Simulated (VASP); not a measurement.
Output of a VASP run:

OSZICAR:
```
       N       E                     dE             d eps       ncg     rms          rms(c)
DAV:   1     0.119811451927E+03    0.11981E+03   -0.93437E+03 10236   0.740E+02
DAV:   2     0.290034474855E+01   -0.11691E+03   -0.11526E+03  9826   0.231E+02
DAV:   3    -0.522696022436E+00   -0.34230E+01   -0.34107E+01 10470   0.444E+01
DAV:   4    -0.548886593419E+00   -0.26191E-01   -0.26171E-01  9820   0.356E+00
DAV:   5    -0.549143023950E+00   -0.25643E-03   -0.25643E-03 10042   0.362E-01    0.669E+00
DAV:   6     0.175520132500E+00    0.72466E+00   -0.10353E+00 10006   0.107E+01    0.310E+00
DAV:   7     0.329210056904E+00    0.15369E+00   -0.52817E-01  9852   0.753E+00    0.396E-01
DAV:   8     0.332548777484E+00    0.33387E-02   -0.34044E-02  9570   0.110E+00    0.958E-02
DAV:   9     0.332165688775E+00   -0.38309E-03   -0.75138E-04  9518   0.184E-01    0.592E-02
DAV:  10     0.332024474286E+00   -0.14121E-03   -0.31113E-04  9760   0.121E-01    0.148E-02
DAV:  11     0.332022981429E+00   -0.14929E-05   -0.32032E-06  7588   0.130E-02    0.915E-03
DAV:  12     0.332019418067E+00   -0.35634E-05   -0.28584E-06  7766   0.869E-03    0.173E-03
DAV:  13     0.332019015679E+00   -0.40239E-06   -0.91869E-08  5068   0.218E-03
   1 F= 0.33201902E+00 E0= 0.33209797E+00  d E =-.236861E-03
```

**OUTCAR**
```
------------------------ aborting loop because EDIFF is reached ----------------------------------------
  FORCE on cell =-STRESS in cart. coord.  units (eV):
  Direction    XX          YY          ZZ          XY          YZ          ZX
  --------------------------------------------------------------------------------------
  Total      -82.8250463    -82.8080033    -82.8260572      0.1013411     -0.1517093      0.5694933
  in kB    -1871.7252619  -1871.3401129  -1871.7481068      2.2901601     -3.4284096     12.8697190
  external PRESSURE =   -1871.6044939 kB  Pullay stress =       0.0000000 kB
  volume of cell :       70.90
      direct lattice vectors                 reciprocal lattice vectors
     0.000000000  3.284985000  3.284985000    -0.152207697  0.152207697  0.152207697
     3.284985000  0.000000000  3.284985000     0.152207697 -0.152207697  0.152207697
     3.284985000  3.284985000  0.000000000     0.152207697  0.152207697 -0.152207697
 POSITION                                       TOTAL-FORCE (eV/Angst)
 -----------------------------------------------------------------------------------
      3.27812      0.02343      3.28992         0.046861     -0.245315     -0.012274
      1.64936      1.61906      1.63756        -0.046861      0.245315      0.012274
 -----------------------------------------------------------------------------------
    total drift:                                0.000000      0.000000     -0.000000
  FREE ENERGIE OF THE ION-ELECTRON SYSTEM (eV)
  ---------------------------------------------------
  free  energy   TOTEN  =         0.3320190157 eV

  energy  without entropy=        0.3322558772  energy(sigma->0) =        0.33209797
```
(Selected blocks of OUTCAR.)

POSCAR:
```
Sn
1
    0.0000000000     3.2849850000     3.2849850000
    3.2849850000     0.0000000000     3.2849850000
    3.2849850000     3.2849850000     0.0000000000
Sn
2
Direct
  0.0053630000  -0.0038600000   0.0017690000
  0.2446370000   0.2538600000   0.2482310000
```

Reconstruct the remaining input files.

This is not unique; one that fits is the input of the run itself, PBE GGA, plane waves, VASP's PBE PAW potentials (set 64).

INCAR:
```
SYSTEM  =  Sn
PREC  =  Accurate; ENCUT  =  150; LREAL  =  F
LASPH  =  T
EDIFF  =  1E-6; NELM  =  100; ALGO  =  Normal
LMAXMIX  =  4
ISMEAR  =  1; SIGMA  =  0.1
GGA  =  PE
ISIF  =  2
LWAVE  =  F; LCHARG  =  F
```

KPOINTS:
```
Automatic mesh
0
Gamma
8 8 8
0 0 0
```

POTCAR, in this order: Sn_d (PBE.64 set). Program: vasp_std.

At this cut-off the stress carries a Pulay error, which pulls relaxed volumes low.

The structure comes from a computed database's Sn entry; how it stands against other phases isn't given here. The cell was not relaxed at this level, atoms are displaced from their ideal sites. The run is one of a series of settings (ENCUT = 150, KPOINTS 8×8×8 Γ-centred mesh against the base run), some of them coarse on purpose.
